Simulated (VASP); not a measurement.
All values below come from PBEsol GGA, VASP's PBE PAW potentials (set 64) (plane waves; VASP).

The input files of a VASP run:

**INCAR**
```
# general
SYSTEM  = Ag
PREC    = Accurate
ENCUT   = 520
LREAL   = .False.
LASPH   = .True.

# electronic loop
EDIFF   = 1E-7
NELM    = 100
ALGO    = Normal
LMAXMIX = 4

# smearing
ISMEAR  = 1
SIGMA   = 0.1

# functional
GGA     = PS

# ions
ISIF    = 2

# output
LWAVE   = .False.
LCHARG  = .False.
```

File KPOINTS:
```
Automatic
0
G
15 15 15
0 0 0
```

### POSCAR
```
Ag
1
    0.0000000000     1.9835548062     1.9835548062
    1.9835548062     0.0000000000     1.9835548062
    1.9835548062     1.9835548062     0.0000000000
Ag
1
Direct
  0.0000000000   0.0000000000   0.0000000000
```

POTCAR, in this order: Ag (PBE.64 set). Program: vasp_std.

What VASP printed:

File OSZICAR:
```
       N       E                     dE             d eps       ncg     rms          rms(c)
DAV:   1     0.445034844703E+02    0.44503E+02   -0.57818E+03  2192   0.112E+03
DAV:   2    -0.327795895854E+01   -0.47781E+02   -0.45588E+02  2219   0.212E+02
DAV:   3    -0.366162281839E+01   -0.38366E+00   -0.38355E+00  2500   0.233E+01
DAV:   4    -0.366238066021E+01   -0.75784E-03   -0.75782E-03  2430   0.970E-01
DAV:   5    -0.366238499229E+01   -0.43321E-05   -0.43325E-05  2424   0.678E-02    0.701E+00
DAV:   6    -0.329981394926E+01    0.36257E+00   -0.16106E+00  2205   0.140E+01    0.406E+00
DAV:   7    -0.328447910662E+01    0.15335E-01   -0.23277E-02  2351   0.163E+00    0.220E+00
DAV:   8    -0.327948773066E+01    0.49914E-02   -0.89195E-04  2221   0.314E-01    0.128E-01
DAV:   9    -0.327949216590E+01   -0.44352E-05   -0.72534E-06  2478   0.290E-02    0.137E-02
DAV:  10    -0.327949647353E+01   -0.43076E-05   -0.19438E-06  2347   0.145E-02    0.909E-03
DAV:  11    -0.327949613947E+01    0.33406E-06   -0.48558E-08  1484   0.239E-03    0.313E-04
DAV:  12    -0.327949611570E+01    0.23771E-07   -0.34596E-09  1125   0.662E-04
   1 F= -.32794961E+01 E0= -.32793748E+01  d E =-.363889E-03
```

File OUTCAR:
```
------------------------ aborting loop because EDIFF is reached ----------------------------------------
  FORCE on cell =-STRESS in cart. coord.  units (eV):
  Direction    XX          YY          ZZ          XY          YZ          ZX
  --------------------------------------------------------------------------------------
  Total        0.8503181      0.8503181      0.8503181     -0.0000000     -0.0000000      0.0000000
  in kB       87.2829464     87.2829464     87.2829464     -0.0000000     -0.0000000      0.0000000
  external PRESSURE =      87.2829464 kB  Pullay stress =       0.0000000 kB
  volume of cell :       15.61
      direct lattice vectors                 reciprocal lattice vectors
     0.000000000  1.983554806  1.983554806    -0.252072692  0.252072692  0.252072692
     1.983554806  0.000000000  1.983554806     0.252072692 -0.252072692  0.252072692
     1.983554806  1.983554806  0.000000000     0.252072692  0.252072692 -0.252072692
 POSITION                                       TOTAL-FORCE (eV/Angst)
 -----------------------------------------------------------------------------------
      0.00000      0.00000      0.00000         0.000000      0.000000      0.000000
 -----------------------------------------------------------------------------------
    total drift:                               -0.000000     -0.000000     -0.000000
  FREE ENERGIE OF THE ION-ELECTRON SYSTEM (eV)
  ---------------------------------------------------
  free  energy   TOTEN  =        -3.2794961157 eV

  energy  without entropy=       -3.2791322271  energy(sigma->0) =       -3.27937482
```
(Selected blocks of OUTCAR.)

### OUTCAR
```
 val. band max:        9.6665319079   @ k =  -0.4000   0.1333   0.0000

 cond. band min:       9.7304445119   @ k =  -0.2667   0.2667   0.0000


 Fermi energy:         9.7165844987

 k-point     1 :       0.0000    0.0000    0.0000
  band No.  band energies     occupation
      1       1.0128      2.00000
      2       4.3996      2.00000
      3       4.3996      2.00000
      4       4.3996      2.00000
      5       5.6218      2.00000
      6       5.6218      2.00000
      7      25.6701      0.00000
      8      29.7678      0.00000
      9      29.7678      0.00000

 k-point     2 :       0.0667    0.0000    0.0000
  band No.  band energies     occupation
      1       1.1621      2.00000
      2       4.3605      2.00000
      3       4.4440      2.00000
      4       4.4440      2.00000
      5       5.6039      2.00000
      6       5.6039      2.00000
      7      25.7414      0.00000
      8      28.6309      0.00000
      9      29.8697      0.00000

 k-point     3 :       0.1333    0.0000    0.0000
  band No.  band energies     occupation
      1       1.5844      2.00000
      2       4.2800      2.00000
      3       4.5509      2.00000
      4       4.5509      2.00000
      5       5.5772      2.00000
      6       5.5772      2.00000
      7      25.3879      0.00000
      8      26.9633      0.00000
      9      30.1234      0.00000

 k-point     4 :       0.2000    0.0000    0.0000
  band No.  band energies     occupation
      1       2.1619      2.00000
      2       4.3025      2.00000
      3       4.6361      2.00000
      4       4.6361      2.00000
      5       5.6256      2.00000
      6       5.6256      2.00000
      7      23.2605      0.00000
      8      26.6384      0.00000
      9      30.3467      0.00000

 k-point     5 :       0.2667    0.0000    0.0000
  band No.  band energies     occupation
      1       2.5823      2.00000
      2       4.6179      2.00000
      3       4.6179      2.00000
...
```

The compound is Ag in the fcc structure. This cell is one point of a volume scan, at 0.94 of the reference volume.
